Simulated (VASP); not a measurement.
# Be2CdS3 (Cmc2_1) in VASP: notebook

The runs below take Be2CdS3 through single point, with PBEsol.

Program: VASP 6.6.1. These are calculated values, not measurements. Logs are shortened: lines on timing, memory, paths and dates and some standing lists are left out, and cuts for length are marked.

## 1. The crystal as given

Symmetry: Cmc2_1, No. 36, orthorhombic system. The conventional cell has a = 11.047 Å, b = 6.387 Å, c = 5.976 Å, α = 90.00°, β = 90.00°, γ = 90.00°. Be (site symmetry 1) is surrounded by 4 S at 2.12 to 2.14 Å. Cd (site symmetry m) is surrounded by 4 S at 2.55 to 2.57 Å. S (site symmetry 1) has 3 Be at 2.12 to 2.14 Å as nearest neighbours. S (site symmetry m) has 2 Be at 2.13 Å as nearest neighbours.

The cell was built by a generator and needn't be a form met in nature.

## 2. Single point, PBEsol

Contents of INCAR:

```
PREC = Accurate
ENCUT = 520
EDIFF = 1E-6
ISMEAR = 0
SIGMA = 0.03
LREAL = False
LASPH = True
NELM = 80
ALGO = Normal
ISIF = 2
LWAVE = False
LCHARG = False
GGA = PS
KPAR = 4
```

Contents of KPOINTS:

```
Automatic mesh
0
Gamma
  6 6 4
```

Contents of POSCAR:

```
Be2CdS3
1.0
    5.5236600000     -3.1932600000      0.0000000000
    5.5236600000      3.1932600000      0.0000000000
    0.0000000000      0.0000000000      5.9756000000
Be Cd S
4 2 6
Direct
    0.4850280000      0.1684930000      0.0043390000
    0.8315070000      0.5149720000      0.0043390000
    0.5149720000      0.8315070000      0.5043390000
    0.1684930000      0.4850280000      0.5043390000
    0.1783380000      0.8216620000      0.9994580000
    0.8216620000      0.1783380000      0.4994580000
    0.5489620000      0.8367180000      0.8610820000
    0.1632820000      0.4510380000      0.8610820000
    0.7827390000      0.2172610000      0.9248950000
    0.4510380000      0.1632820000      0.3610820000
    0.8367180000      0.5489620000      0.3610820000
    0.2172610000      0.7827390000      0.4248950000
```

Potentials or basis: VASP PAW PBE potentials, release 64 (Be, Cd, S).

On the command line:

```bash
> cat potpaw_PBE.64/Be/POTCAR potpaw_PBE.64/Cd/POTCAR potpaw_PBE.64/S/POTCAR > POTCAR
> mpirun -np 4 vasp_std > vasp.out
```

OUTCAR:

```text
PREC = Accurate
   ENCUT = 520
   EDIFF = 1E-6
   ISMEAR = 0
   LREAL = False
   LASPH = True
   NELM = 80
   ISIF = 2
   GGA = PS

 ion  position               nearest neighbor table
   1  0.485  0.168  0.004-   8 2.12   7 2.13   9 2.13  10 2.14
   2  0.832  0.515  0.004-   7 2.12   8 2.13   9 2.13  11 2.14
   3  0.515  0.832  0.504-  11 2.12  10 2.13  12 2.13   7 2.14
   4  0.168  0.485  0.504-  10 2.12  11 2.13  12 2.13   8 2.14
   5  0.178  0.822  0.999-   7 2.55   8 2.55  12 2.55   9 2.57   6 3.76   6 3.76
   6  0.822  0.178  0.499-  10 2.55  11 2.55   9 2.55  12 2.57   5 3.76   5 3.76
   7  0.549  0.837  0.861-   2 2.12   1 2.13   3 2.14   5 2.55
   8  0.163  0.451  0.861-   1 2.12   2 2.13   4 2.14   5 2.55
   9  0.783  0.217  0.925-   1 2.13   2 2.13   6 2.55   5 2.57
  10  0.451  0.163  0.361-   4 2.12   3 2.13   1 2.14   6 2.55
  11  0.837  0.549  0.361-   3 2.12   4 2.13   2 2.14   6 2.55
  12  0.217  0.783  0.425-   3 2.13   4 2.13   5 2.55   6 2.57

  LATTYP: Found a base centered orthorhombic cell.
 ALAT       =     6.3865200000
 B/A-ratio  =     1.7297871141
 C/A-ratio  =     0.9356582301

  Lattice vectors:

 A1 = (  -5.5236600000,  -3.1932600000,   0.0000000000)
 A2 = (   5.5236600000,  -3.1932600000,   0.0000000000)
 A3 = (   0.0000000000,   0.0000000000,   5.9756000000)

Analysis of symmetry for initial positions (statically):
=====================================================================
 Subroutine PRICEL returns:
 Original cell was already a primitive cell.

 Routine SETGRP: Setting up the symmetry group for a
 base centered orthorhombic supercell.

 Subroutine GETGRP returns: Found  4 space group operations
 (whereof  2 operations were pure point group operations)
 out of a pool of  8 trial point group operations.

The static configuration has the point symmetry C_1h.
 The point group associated with its full space group is C_2v.

Analysis of symmetry for dynamics (positions and initial velocities):
=====================================================================
 Subroutine PRICEL returns:
 Original cell was already a primitive cell.

 Routine SETGRP: Setting up the symmetry group for a
 base centered orthorhombic supercell.

 Subroutine GETGRP returns: Found  4 space group operations
 (whereof  2 operations were pure point group operations)
 out of a pool of  8 trial point group operations.
[... 132 lines left out ...]
   PSTRESS=    0.0 pullay stress
   NELECT =      68.0000    total number of electrons
   NUPDOWN=      -1.0000    fix difference up-down
   EMIN   =  10.00;   EMAX   =-10.00  energy-range for DOS
   EFERMI =   0.00;   METHOD = LEGACY
   ISMEAR =     0;   SIGMA  =   0.03  broadening in eV -4-tet -1-fermi 0-gaus
   EFERMI_NEDOS =   21; number of points for ismear=-14 and -15
   IALGO  =     38    algorithm
   IMIX   =      4    mixing-type and parameters
     AMIX     =   0.40;   BMIX     =  1.00
     AMIX_MAG =   1.60;   BMIX_MAG =  1.00
  volume/ion in A,a.u.               =      17.57       118.55
  Fermi-wavevector in a.u.,A,eV,Ry     =   1.122760  2.121709 17.151365  1.260590
  Thomas-Fermi vector in A             =   2.259422
   LORBIT       =      0    0 simple, 1 ext, 2 COOP (PROOUT), +10 PAW based schemes
   GGA     = PS    functional components
   LHFCALC =     F    Hartree Fock is set to
   AEXX    =    0.0000 exact exchange contribution
   IVDW    =     0    specifies the selected vdW correction
   LEPSILON=     F    determine dielectric tensor
   LRPA    =     F    only Hartree local field effects (RPA)
 non-spin polarized calculation
 Gauss-broadening in eV      SIGMA  =   0.03
  energy-cutoff  :      520.00
  volume of cell :      210.80
 maximum number of plane-waves:      5710
   NGX = 23   NGY = 23   NGZ = 23

 number of electron      68.0000007 magnetization

 Free energy of the ion-electron system (eV)
  ---------------------------------------------------
  ext. energy  EPLUGINS =         0.00000000
  ---------------------------------------------------
  free energy    TOTEN  =       -55.54629348 eV

  energy without entropy =      -55.54629348  energy(sigma->0) =      -55.54629348

 E-fermi :   2.9357     XC(G=0):  -9.7910

 val. band max:        2.8100321740   @ k =   0.0000   0.0000   0.0000
 cond. band min:       5.7502933612   @ k =   0.0000   0.0000   0.0000
 fundamental gap:      2.9402611872
 Fermi energy:         2.9357112559

 k-point     1 :       0.0000    0.0000    0.0000
  band No.  band energies     occupation
      1     -10.2670      2.00000
      2      -9.1361      2.00000
      3      -8.7915      2.00000
      4      -8.7759      2.00000
      5      -8.7539      2.00000
      6      -8.7530      2.00000
[... 1045 lines left out ...]
     40       8.1078      0.00000
     41       8.6497      0.00000

 [... further k-points ...]

------------------------ aborting loop because EDIFF is reached ----------------------------------------

  FORCE on cell =-STRESS in cart. coord.  units (eV):
  Direction    XX          YY          ZZ          XY          YZ          ZX
  --------------------------------------------------------------------------------------
  -------------------------------------------------------------------------------------
  Total       -3.5134153     -3.5165945     -3.4222626      0.0000000      0.0000000      0.0000000
  in kB      -26.7034479    -26.7276107    -26.0106484      0.0000000      0.0000000      0.0000000
  external PRESSURE =     -26.4805690 kB  Pullay stress =       0.0000000 kB

 VOLUME and BASIS-vectors are now :
 -----------------------------------------------------------------------------
  energy-cutoff  :      520.00
  volume of cell :      210.80
      direct lattice vectors                 reciprocal lattice vectors
     5.523660000 -3.193260000  0.000000000     0.090519692 -0.156579796  0.000000000
     5.523660000  3.193260000  0.000000000     0.090519692  0.156579796  0.000000000
     0.000000000  0.000000000  5.975600000     0.000000000  0.000000000  0.167347212

 POSITION                                       TOTAL-FORCE (eV/Angst)
 -----------------------------------------------------------------------------------
      3.60983     -1.01078      0.02593         0.002138     -0.001410      0.004866
      7.43749     -1.01078      0.02593        -0.002138     -0.001410      0.004866
      7.43749      1.01078      3.01373        -0.002138      0.001410      0.004866
      3.60983      1.01078      3.01373         0.002138      0.001410      0.004866
      5.52366      2.05430      5.97236         0.000000     -0.000444      0.008693
      5.52366     -2.05430      2.98456         0.000000      0.000444      0.008693
      7.65403      0.91888      5.14548        -0.099914      0.053569      0.037524
      3.39329      0.91888      5.14548         0.099914      0.053569      0.037524
      5.52366     -1.80572      5.52680         0.000000     -0.127658     -0.093472
      3.39329     -0.91888      2.15768         0.099914     -0.053569      0.037524
      7.65403     -0.91888      2.15768        -0.099914     -0.053569      0.037524
      5.52366      1.80572      2.53900         0.000000      0.127658     -0.093472
 -----------------------------------------------------------------------------------
    total drift:                                0.000000     -0.000000     -0.000085

  FREE ENERGIE OF THE ION-ELECTRON SYSTEM (eV)
  ---------------------------------------------------
  free  energy   TOTEN  =       -55.5462934786 eV

  energy  without entropy=      -55.5462934786  energy(sigma->0) =      -55.54629348
```

OSZICAR:

```text
N       E                     dE             d eps       ncg     rms          rms(c)
DAV:   1     0.397709053986E+03    0.39771E+03   -0.31097E+04  3198   0.149E+03
DAV:   2    -0.241029570882E+02   -0.42181E+03   -0.40943E+03  3789   0.313E+02
DAV:   3    -0.572514064502E+02   -0.33148E+02   -0.32997E+02  3836   0.921E+01
DAV:   4    -0.579509653522E+02   -0.69956E+00   -0.69752E+00  3884   0.147E+01
DAV:   5    -0.579704817960E+02   -0.19516E-01   -0.19505E-01  3987   0.233E+00    0.142E+01
DAV:   6    -0.558067103071E+02    0.21638E+01   -0.36280E+00  4489   0.234E+01    0.111E+01
DAV:   7    -0.555675868287E+02    0.23912E+00   -0.32200E+00  3900   0.872E+00    0.517E+00
DAV:   8    -0.555568804386E+02    0.10706E-01   -0.69037E-01  3780   0.729E+00    0.168E+00
DAV:   9    -0.555488371864E+02    0.80433E-02   -0.11703E-01  4124   0.360E+00    0.430E-01
DAV:  10    -0.555463262419E+02    0.25109E-02   -0.10252E-02  3896   0.854E-01    0.206E-01
DAV:  11    -0.555462444917E+02    0.81750E-04   -0.25567E-03  3884   0.306E-01    0.113E-01
DAV:  12    -0.555462531315E+02   -0.86398E-05   -0.30841E-04  3808   0.101E-01    0.654E-02
DAV:  13    -0.555463031624E+02   -0.50031E-04   -0.31351E-04  3801   0.143E-01    0.250E-02
DAV:  14    -0.555462926917E+02    0.10471E-04   -0.43860E-05  3847   0.654E-02    0.205E-02
DAV:  15    -0.555462934786E+02   -0.78687E-06   -0.48522E-06  3570   0.968E-03
   1 F= -.55546293E+02 E0= -.55546293E+02  d E =-.309007E-11
```

Wall time 52 s (4 MPI ranks of Intel Xeon 6975P-C (Granite Rapids), shared host); peak memory 0.5 GiB.

What came out:

```yaml
Free_energy: -55.5463 eV
Pressure: -2.6 GPa
Largest_force: 0.158 eV/Å
Band_gap_on_the_k_mesh: 2.94 eV, direct
```

Forces on the atoms (eV/Å):
```
Be   0.002 -0.001  0.005
Be  -0.002 -0.001  0.005
Be  -0.002  0.001  0.005
Be   0.002  0.001  0.005
Cd   0.000  0.000  0.009
Cd   0.000  0.000  0.009
S   -0.100  0.054  0.038
S    0.100  0.054  0.038
S    0.000 -0.128 -0.093
S    0.100 -0.054  0.038
S   -0.100 -0.054  0.038
S    0.000  0.128 -0.093
```

Levels at points of the mesh, in eV from the valence-band top:
```tsv
k point	band 30	band 31	band 32	band 33	band 34	band 35	band 36	band 37	band 38	band 39
(0.00, 0.00, 0.00)	-0.86	-0.79	-0.11	-0.01	0.00	2.94	3.41	4.17	4.26	5.62
(0.50, 0.00, 0.00)	-1.14	-0.95	-0.88	-0.71	-0.42	3.33	3.83	5.06	5.07	5.28
(0.50, 0.50, 0.00)	-1.26	-1.01	-0.78	-0.59	-0.35	3.21	3.80	4.88	5.06	5.28
(0.00, 0.00, 0.50)	-0.66	-0.47	-0.47	-0.36	-0.36	3.85	3.85	4.77	4.77	5.38
(0.50, 0.00, 0.50)	-1.57	-0.98	-0.98	-0.60	-0.60	3.72	3.72	4.87	4.87	4.94
(0.50, 0.50, 0.50)	-1.68	-0.95	-0.95	-0.77	-0.77	3.88	3.88	4.91	4.91	5.08
```

Caveat: the PAW data sets were made with another functional, which shifts forces and pressure a little. A k mesh can miss the band edges.

[end of part 1 of 2]
